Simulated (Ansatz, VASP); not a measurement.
**One calculation of NbRu, two programs**

```
Nb Ru
1.0
     3.00443    0.00000    0.00000
     0.00000    3.00443    0.00000
     0.00000    0.00000    3.36495
Nb Ru
1 1
Direct
  0.00000 0.00000 0.00000
  0.50000 0.50000 0.50000
```

Alike in both runs: functional LDA; k mesh 14 × 14 × 12; occupations gaussian, width 0.1 eV; no spin polarisation.

Ansatz relaxed the structure, and its values are those at the end. VASP's run is a single point on that final structure, the one shown.

|  | VASP | Ansatz |
| --- | --- | --- |
| version | VASP 6.6.1 | Ansatz 0.2.0 |
| potentials or method | VASP PAW LDA potentials, release 64 (Nb_sv, Ru_pv) | scalar-relativistic, plane waves, PAW |
| plane-wave cutoff (eV) | 520 | 420 |
| valence electrons in the cell | 27 | 29 |

```tsv
	VASP	Ansatz	Ansatz less VASP
gap on the k mesh at the Fermi level (eV)	none	none	-
pressure (GPa)	0.3	0.0	-0.31
```

A gap of «none» marks a metal or a gap that the smearing closes. The two sets of potentials don't hold the same shells in valence.
